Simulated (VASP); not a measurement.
# Si24H8Cl in VASP: settings compared

Aim: see how the results for Si24H8Cl move with the level of theory and the settings. Levels: PBE+D3(BJ), PBE, RPBE, RPBE+D3(BJ). Tasks: relaxation of the atoms, single point.

Everything below comes from runs of VASP 6.6.1. Logs are shortened: lines on timing, memory, paths and dates and some standing lists are left out, and cuts for length are marked.

## 1. The structure

The cell holds a slab with vacuum, 66 atoms: a = 10.862 Å, b = 10.862 Å, c = 23.428 Å, α = 90.00°, β = 90.00°, γ = 90.00°.

The cell was built by a generator and needn't be a form met in nature.

## 2. Relaxation of the atoms, PBE+D3(BJ)

INCAR

```
SYSTEM = Si24H8Cl
PREC = Accurate
ENCUT = 400
EDIFF = 1E-6
ISMEAR = 0
SIGMA = 0.05
LREAL = Auto
LASPH = .TRUE.
NELM = 100
ALGO = Fast
ISIF = 2
LWAVE = .FALSE.
LCHARG = .FALSE.
GGA = PE
IVDW = 12
IBRION = 2
NSW = 120
EDIFFG = -0.03
ISYM = 0
NCORE = 4
```

KPOINTS

```
Automatic mesh
0
G
  1 1 1
  0 0 0
```

POSCAR

```
Si24H8Cl
1.0
    7.6805938572      7.6805938572      0.0000000000
   -7.6805938572      7.6805938572      0.0000000000
    0.0000000000      0.0000000000     23.4276500000
Si H Cl
48 16 2
Selective dynamics
Direct
    0.7005149941      0.2994850059      0.4169282877  T T T
    0.7994850059      0.7005149941      0.4169282877  T T T
    0.0494850059      0.9505149941      0.4310142076  T T T
    0.2994850059      0.2005149941      0.4169282877  T T T
    0.9505149941      0.5494850059      0.4451001274  T T T
    0.2005149941      0.7994850059      0.4310142076  T T T
    0.4505149941      0.0494850059      0.4451001274  T T T
    0.5494850059      0.4505149941      0.4451001274  T T T
    0.8750000000      0.3750000000      0.3773276449  T T T
    0.8750000000      0.8750000000      0.3773276449  T T T
    0.1250000000      0.1250000000      0.3773276449  T T T
    0.3750000000      0.3750000000      0.3773276449  T T T
    0.1250000000      0.6250000000      0.3773276449  T T T
    0.3750000000      0.8750000000      0.3773276449  T T T
    0.6250000000      0.1250000000      0.3773276449  T T T
    0.6250000000      0.6250000000      0.3773276449  T T T
    0.0000000000      0.2500000000      0.3193726217  T T T
    0.0000000000      0.7500000000      0.3193726217  T T T
    0.2500000000      0.0000000000      0.3193726217  T T T
    0.5000000000      0.2500000000      0.3193726217  T T T
    0.2500000000      0.5000000000      0.3193726217  T T T
    0.5000000000      0.7500000000      0.3193726217  T T T
    0.7500000000      0.0000000000      0.3193726217  T T T
    0.7500000000      0.5000000000      0.3193726217  T T T
    0.8750000000      0.1250000000      0.2614175984  T T T
    0.8750000000      0.6250000000      0.2614175984  T T T
    0.1250000000      0.8750000000      0.2614175984  T T T
    0.3750000000      0.1250000000      0.2614175984  T T T
    0.1250000000      0.3750000000      0.2614175984  T T T
    0.3750000000      0.6250000000      0.2614175984  T T T
    0.6250000000      0.8750000000      0.2614175984  T T T
    0.6250000000      0.3750000000      0.2614175984  T T T
    0.7500000000      0.2500000000      0.2034625752  T T T
    0.7500000000      0.7500000000      0.2034625752  T T T
    0.0000000000      0.0000000000      0.2034625752  T T T
    0.2500000000      0.2500000000      0.2034625752  T T T
    0.0000000000      0.5000000000      0.2034625752  T T T
    0.2500000000      0.7500000000      0.2034625752  T T T
    0.5000000000      0.0000000000      0.2034625752  T T T
    0.5000000000      0.5000000000      0.2034625752  T T T
    0.8750000000      0.3750000000      0.1455075520  F F F
    0.8750000000      0.8750000000      0.1455075520  F F F
    0.1250000000      0.1250000000      0.1455075520  F F F
    0.3750000000      0.3750000000      0.1455075520  F F F
    0.1250000000      0.6250000000      0.1455075520  F F F
    0.3750000000      0.8750000000      0.1455075520  F F F
    0.6250000000      0.1250000000      0.1455075520  F F F
    0.6250000000      0.6250000000      0.1455075520  F F F
    0.9516281893      0.2983718107      0.1067115140  F F F
    0.7983718107      0.4516281893      0.1067115140  F F F
    0.9516281893      0.7983718107      0.1067115140  F F F
    0.7983718107      0.9516281893      0.1067115140  F F F
    0.2016281893      0.0483718107      0.1067115140  F F F
    0.0483718107      0.2016281893      0.1067115140  F F F
    0.4516281893      0.2983718107      0.1067115140  F F F
    0.2983718107      0.4516281893      0.1067115140  F F F
    0.2016281893      0.5483718107      0.1067115140  F F F
    0.0483718107      0.7016281893      0.1067115140  F F F
    0.4516281893      0.7983718107      0.1067115140  F F F
    0.2983718107      0.9516281893      0.1067115140  F F F
    0.7016281893      0.0483718107      0.1067115140  F F F
    0.5483718107      0.2016281893      0.1067115140  F F F
    0.7016281893      0.5483718107      0.1067115140  F F F
    0.5483718107      0.7016281893      0.1067115140  F F F
    0.2488990507      0.7511009493      0.5162178489  T T T
    0.2511009493      0.2488990507      0.5021319290  T T T
```

Potentials or basis: VASP PAW PBE potentials, release 64 (Si, H, Cl).

Launch:

```console
$ cat potpaw_PBE.64/Si/POTCAR potpaw_PBE.64/H/POTCAR potpaw_PBE.64/Cl/POTCAR > POTCAR
$ mpirun -np 8 vasp_gam > vasp.out
```

OUTCAR:

```text
SYSTEM = Si24H8Cl
   PREC = Accurate
   ENCUT = 400
   EDIFF = 1E-6
   ISMEAR = 0
   LREAL = Auto
   LASPH = .TRUE.
   NELM = 100
   ISIF = 2
   GGA = PE
   IVDW = 12
   IBRION = 2
   NSW = 120
   EDIFFG = -0.03
   ISYM = 0
 IVDW          = 12

 ion  position               nearest neighbor table
   1  0.701  0.299  0.417-   9 2.26  15 2.26   8 2.41
   2  0.799  0.701  0.417-  10 2.26  16 2.26   5 2.41
   3  0.049  0.951  0.431-   6 2.32  10 2.42  11 2.42
   4  0.299  0.201  0.417-  66 2.13  12 2.26  11 2.26   7 2.41
   5  0.951  0.549  0.445-   2 2.41   9 2.60  13 2.60
   6  0.201  0.799  0.431-  65 2.13   3 2.32  14 2.42  13 2.42
   7  0.451  0.049  0.445-   4 2.41  14 2.60  15 2.60
   8  0.549  0.451  0.445-   1 2.41  12 2.60  16 2.60
   9  0.875  0.375  0.377-   1 2.26  17 2.35  24 2.35   5 2.60
  10  0.875  0.875  0.377-   2 2.26  18 2.35  23 2.35   3 2.42
  11  0.125  0.125  0.377-   4 2.26  17 2.35  19 2.35   3 2.42
  12  0.375  0.375  0.377-   4 2.26  20 2.35  21 2.35   8 2.60
  13  0.125  0.625  0.377-  18 2.35  21 2.35   6 2.42   5 2.60
  14  0.375  0.875  0.377-  19 2.35  22 2.35   6 2.42   7 2.60
[... 35 lines left out ...]
  50  0.798  0.452  0.107-  41 1.49
  51  0.952  0.798  0.107-  42 1.49
  52  0.798  0.952  0.107-  42 1.49
  53  0.202  0.048  0.107-  43 1.49
  54  0.048  0.202  0.107-  43 1.49
[... 10 lines left out ...]
  65  0.249  0.751  0.516-   6 2.13
  66  0.251  0.249  0.502-   4 2.13

IMPORTANT INFORMATION: All symmetrisations will be switched off!
NOSYMM: (Re-)initialisation of all symmetry stuff for point group C_1.

----------------------------------------------------------------------------------------

                                     Primitive cell

  volume of cell :    2764.0655

  direct lattice vectors                    reciprocal lattice vectors
     7.680593857  7.680593857  0.000000000     0.065099133  0.065099133  0.000000000
    -7.680593857  7.680593857  0.000000000    -0.065099133  0.065099133  0.000000000
     0.000000000  0.000000000 23.427650000     0.000000000  0.000000000  0.042684606

  length of vectors
    10.862000000 10.862000000 23.427650000     0.092064077  0.092064077  0.042684606

  position of ions in fractional coordinates (direct lattice)
     0.700514994  0.299485006  0.416928288
     0.799485006  0.700514994  0.416928288
     0.049485006  0.950514994  0.431014208
     0.299485006  0.200514994  0.416928288
     0.950514994  0.549485006  0.445100127
     0.200514994  0.799485006  0.431014208
[... 58 lines left out ...]
     0.248899051  0.751100949  0.516217849
     0.251100949  0.248899051  0.502131929

  ion indices of the primitive-cell ions
   primitive index   ion index
                 1           1
                 2           2
                 3           3
                 4           4
                 5           5
                 6           6
[... 58 lines left out ...]
                65          65
                66          66

----------------------------------------------------------------------------------------

 KPOINTS: Automatic mesh

Automatic generation of k-mesh.
 Grid dimensions read from file:
 generate k-points for:    1    1    1

 Generating k-lattice:

  Cartesian coordinates                     Fractional coordinates (reciprocal lattice)
     0.065099133  0.065099133  0.000000000     1.000000000  0.000000000  0.000000000
    -0.065099133  0.065099133  0.000000000     0.000000000  1.000000000  0.000000000
     0.000000000  0.000000000  0.042684606     0.000000000  0.000000000  1.000000000

  Length of vectors
     0.092064077  0.092064077  0.042684606

  Shift w.r.t. Gamma in fractional coordinates (k-lattice)
     0.000000000  0.000000000  0.000000000

 Subroutine IBZKPT returns following result:
 ===========================================

 Found      1 irreducible k-points:

 Following reciprocal coordinates:
            Coordinates               Weight
  0.000000  0.000000  0.000000      1.000000
   k-points           NKPTS =      1   k-points in BZ     NKDIM =      1   number of bands    NBANDS=    146
   number of dos      NEDOS =    301   number of ions     NIONS =     66
   total plane-waves  NPLWV = 829440
   dimension x,y,z NGX =    72 NGY =   72 NGZ =  160
   dimension x,y,z NGXF=   144 NGYF=  144 NGZF=  320
   ions per type =              48  16   2
   NGX,Y,Z   is equivalent  to a cutoff of  11.02, 11.02, 11.35 a.u.
   NGXF,Y,Z  is equivalent  to a cutoff of  22.04, 22.04, 22.71 a.u.
 SYSTEM =  Si24H8Cl
   PREC   = accura    normal or accurate (medium, high low for compatibility)
   ISTART =      0    job   : 0-new  1-cont  2-samecut
   ICHARG =      2    charge: 1-file 2-atom 10-const
   ISPIN  =      1    spin polarized calculation?
   LNONCOLLINEAR =      F non collinear calculations
   LSORBIT =      F    spin-orbit coupling
   LASPH  =      T    aspherical Exc in radial PAW
   ENCUT  =  400.0 eV  29.40 Ry    5.42 a.u.  17.71 17.71 38.20*2*pi/ulx,y,z
   NELM   =    100;   NELMIN=  2; NELMDL= -5     # of ELM steps
   EDIFF  = 0.1E-05   stopping-criterion for ELM
   LREAL  =      T    real-space projection
   EDIFFG = -.3E-01   stopping-criterion for IOM
   NSW    =    120    number of steps for IOM
   IBRION =      2    ionic relax: 0-MD 1-quasi-New 2-CG
   NFREE  =      1    steps in history (QN), initial steepest desc. (CG)
   ISIF   =      2    stress and relaxation
   ISYM   =      0    0-nonsym 1-usesym 2-fastsym
   POTIM  = 0.5000    time-step for ionic-motion
   TEBEG  =    0.0;   TEEND  =   0.0 temperature during run
   PSTRESS=    0.0 pullay stress
   NELECT =     222.0000    total number of electrons
   NUPDOWN=      -1.0000    fix difference up-down
   EMIN   =  10.00;   EMAX   =-10.00  energy-range for DOS
   EFERMI =   0.00;   METHOD = LEGACY
   ISMEAR =     0;   SIGMA  =   0.05  broadening in eV -4-tet -1-fermi 0-gaus
   EFERMI_NEDOS =   21; number of points for ismear=-14 and -15
   IALGO  =     68    algorithm
   IMIX   =      4    mixing-type and parameters
     AMIX     =   0.40;   BMIX     =  1.00
     AMIX_MAG =   1.60;   BMIX_MAG =  1.00
  volume/ion in A,a.u.               =      41.88       282.62
  Fermi-wavevector in a.u.,A,eV,Ry     =   0.706333  1.334776  6.788039  0.498907
  Thomas-Fermi vector in A             =   1.792086
   LORBIT       =      0    0 simple, 1 ext, 2 COOP (PROOUT), +10 PAW based schemes
   GGA     = PE    functional components
   LHFCALC =     F    Hartree Fock is set to
   AEXX    =    0.0000 exact exchange contribution
   IVDW    =    12    specifies the selected vdW correction
   LEPSILON=     F    determine dielectric tensor
   LRPA    =     F    only Hartree local field effects (RPA)
 conjugate gradient relaxation of ions
 non-spin polarized calculation
 RMM-DIIS sequential band-by-band and
 Gauss-broadening in eV      SIGMA  =   0.05
  energy-cutoff  :      400.00
  volume of cell :     2764.07
 maximum number of plane-waves:     25105
 NGX is ok and might be reduce to    70
   NGX = 35   NGY = 35   NGZ = 77

--------------------------------------- Ionic step        1  -------------------------------------------

 number of electron     221.9999942 magnetization

 Free energy of the ion-electron system (eV)
  ---------------------------------------------------
  ext. energy  EPLUGINS =         0.00000000
  ---------------------------------------------------
  free energy    TOTEN  =      -305.61517372 eV

  energy without entropy =     -305.57062981  energy(sigma->0) =     -305.59290176

------------------------ aborting loop because EDIFF is reached ----------------------------------------

 Edisp (eV)  -12.85937

 E8    (eV) :    -5.3574

  FORCE on cell =-STRESS in cart. coord.  units (eV):
  Direction    XX          YY          ZZ          XY          YZ          ZX
  --------------------------------------------------------------------------------------
  -------------------------------------------------------------------------------------
  Total      19.94658    -0.85951   -12.22109    -0.22468    -0.16006     0.61566
  in kB      11.56194    -0.49821    -7.08390    -0.13024    -0.09278     0.35687
  external pressure =        1.33 kB  Pullay stress =        0.00 kB
[... 289 lines left out ...]
  FREE ENERGIE OF THE ION-ELECTRON SYSTEM (eV)
  ---------------------------------------------------
  free  energy   TOTEN  =      -319.8819617395 eV

  energy  without entropy=     -319.8487831969  energy(sigma->0) =     -319.86537247

[... ionic steps 4 to 31 ...]

--------------------------------------- Ionic step       32  -------------------------------------------

 number of electron     221.9999962 magnetization

------------------------ aborting loop because EDIFF is reached ----------------------------------------

 Edisp (eV)  -12.87236

 E8    (eV) :    -5.3644
[... 197 lines left out ...]
  energy  without entropy=     -320.8011992362  energy(sigma->0) =     -320.80119924

--------------------------------------- Ionic step       34  -------------------------------------------

 number of electron     221.9999963 magnetization

 Free energy of the ion-electron system (eV)
  ---------------------------------------------------
  ext. energy  EPLUGINS =         0.00000000
  ---------------------------------------------------
  free energy    TOTEN  =      -307.92856972 eV

  energy without entropy =     -307.92856972  energy(sigma->0) =     -307.92856972

 E-fermi :  -0.8398     XC(G=0):  -4.2215

 val. band max:       -1.0927258352   @ k =   0.0000   0.0000   0.0000
 cond. band min:      -0.5979731625   @ k =   0.0000   0.0000   0.0000
 fundamental gap:      0.4947526728
 Fermi energy:        -0.8397593611

 k-point     1 :       0.0000    0.0000    0.0000
  band No.  band energies     occupation
      1     -16.8030      2.00000
      2     -16.5357      2.00000
      3     -12.7220      2.00000
      4     -11.9090      2.00000
      5     -11.8759      2.00000
      6     -11.7184      2.00000
[... 115 lines left out ...]
    122       0.9655      0.00000
    123       1.0085      0.00000
 [bands above 123 left out]

------------------------ aborting loop because EDIFF is reached ----------------------------------------

 Edisp (eV)  -12.87350

 E8    (eV) :    -5.3649

  FORCE on cell =-STRESS in cart. coord.  units (eV):
  Direction    XX          YY          ZZ          XY          YZ          ZX
  --------------------------------------------------------------------------------------
  -------------------------------------------------------------------------------------
  Total      17.98930     7.82550    -1.79121    -0.06048    -0.07645     0.45313
  in kB      10.42741     4.53601    -1.03826    -0.03506    -0.04431     0.26265
  external pressure =        4.64 kB  Pullay stress =        0.00 kB
[... 81 lines left out ...]
  FREE ENERGIE OF THE ION-ELECTRON SYSTEM (eV)
  ---------------------------------------------------
  free  energy   TOTEN  =      -320.8020728103 eV

  energy  without entropy=     -320.8020728103  energy(sigma->0) =     -320.80207281

 reached required accuracy - stopping structural energy minimisation
```

It took 38 min on 8 MPI ranks of Intel Xeon Platinum 8488C (Sapphire Rapids), shared host; peak memory 0.42 GiB.

What came out:

* Free energy: -320.8021 eV
* Energy gained by relaxing: 35.3 meV/atom
* Ionic steps: 34
* Band gap on the k mesh: 0.49 eV, direct
* Dispersion energy per atom: -0.195 eV

The path:
```tsv
step	energy change (eV)	largest force (eV/Å)	pressure (GPa)
1	0.0000	1.7127	0.13
2	-1.1335	1.1731	0.08
3	-1.4074	1.1490	0.14
4	-1.7359	0.7114	0.14
5	-1.7539	0.7805	0.15
6	-1.9343	0.4200	0.20
7	-1.9608	0.5636	0.23
8	-2.0648	0.4090	0.28
9	-2.0797	0.3393	0.30
10	-2.1365	0.3094	0.32
11	-2.1468	0.3447	0.33
12	-2.1965	0.3449	0.33
13	-2.2118	0.3646	0.34
14	-2.2538	0.3834	0.36
15	-2.2556	0.3888	0.36
16	-2.2846	0.3702	0.37
17	-2.2859	0.3680	0.38
18	-2.3023	0.3460	0.39
19	-2.3042	0.3365	0.39
20	-2.3130	0.3334	0.40
21	-2.3130	0.3334	0.40
22	-2.3170	0.3277	0.42
23	-2.3170	0.3279	0.42
24	-2.3196	0.3165	0.42
25	-2.3197	0.3142	0.42
26	-2.3218	0.3098	0.44
27	-2.3219	0.3092	0.44
28	-2.3239	0.3152	0.44
29	-2.3241	0.3179	0.45
30	-2.3256	0.3236	0.45
31	-2.3257	0.3256	0.46
32	-2.3266	0.3298	0.46
33	-2.3267	0.3299	0.46
34	-2.3275	0.3326	0.46
```

Final structure:
```xyz
66
Lattice="7.6806 7.6806 0.0000 -7.6806 7.6806 0.0000 0.0000 0.0000 23.4276" Properties=species:S:1:pos:R:3 pbc="T T T"
Si    3.0306    7.6547    9.5446
Si    1.0578   11.5093    9.6163
Si   -6.7959    7.7096    9.5767
Si    0.8471    3.8405   10.0582
Si    3.2934   11.5494   10.3234
Si   -4.4284    7.6896    9.9203
Si    3.2698    3.7905   10.4298
Si    0.7682    7.6561    9.9047
Si    3.7550    9.7499    8.8378
Si    0.0275   13.4302    8.7719
Si    0.0658    2.0139    8.7711
Si    0.0878    5.7173    8.8245
Si   -3.9278    5.6697    8.8370
Si   -3.9546    9.7266    8.8610
Si    3.7366    5.5493    8.8900
Si    0.0526    9.5576    8.8071
Si    5.7349    9.6207    7.5579
Si   -5.7118    5.7920    7.3231
Si   -5.7268    9.5929    7.3384
Si    1.9199    5.7517    7.3747
Si   -1.9243    5.7415    7.5921
Si   -1.9655    9.6186    7.5873
Si    5.6890    5.7336    7.5613
Si    1.9338    9.6052    7.3416
Si    5.7327    7.6766    6.1962
Si    1.9255   11.5349    6.0252
Si   -5.7699    7.6982    6.0070
Si    1.9278    3.8415    6.0281
Si   -1.9140    3.8481    6.1639
Si   -1.9349    7.6811    6.2085
Si   -1.9146   11.5105    6.1648
Si    1.8979    7.6651    6.0507
Si    3.8447    7.6799    4.7528
Si   -0.0229   11.5225    4.7405
Si    7.6283    7.6803    4.7515
Si   -0.0187    3.8412    4.7420
Si   -3.8078    3.8463    4.7371
Si   -3.8104    7.6810    4.7452
Si   -3.8093   11.5149    4.7360
Si   -0.0458    7.6792    4.7589
Si    3.8403    9.6007    3.4089
Si    0.0000   13.4410    3.4089
Si    0.0000    1.9201    3.4089
Si    0.0000    5.7604    3.4089
Si   -3.8403    5.7604    3.4089
Si   -3.8403    9.6007    3.4089
Si    3.8403    5.7604    3.4089
Si    0.0000    9.6007    3.4089
H     5.0174    9.6007    2.5000
H     2.6632    9.6007    2.5000
H     1.1771   13.4410    2.5000
H    -1.1771   13.4410    2.5000
H     1.1771    1.9201    2.5000
H    -1.1771    1.9201    2.5000
H     1.1771    5.7604    2.5000
H    -1.1771    5.7604    2.5000
H    -2.6632    5.7604    2.5000
H    -5.0174    5.7604    2.5000
H    -2.6632    9.6007    2.5000
H    -5.0174    9.6007    2.5000
H     5.0174    5.7604    2.5000
H     2.6632    5.7604    2.5000
H     1.1771    9.6007    2.5000
H    -1.1771    9.6007    2.5000
Cl   -3.9045    7.6711   11.9343
Cl   -0.1672    3.7807   11.8992
```

Levels at points of the mesh, in eV from the valence-band top:
| k point | band 108 | band 109 | band 110 | band 111 | band 112 | band 113 | band 114 | band 115 |
| --- | --- | --- | --- | --- | --- | --- | --- | --- |
| (0.00, 0.00, 0.00) | -0.48 | -0.38 | -0.08 | 0.00 | 0.49 | 0.60 | 1.07 | 1.15 |

(Continued in part 2 of 3.)
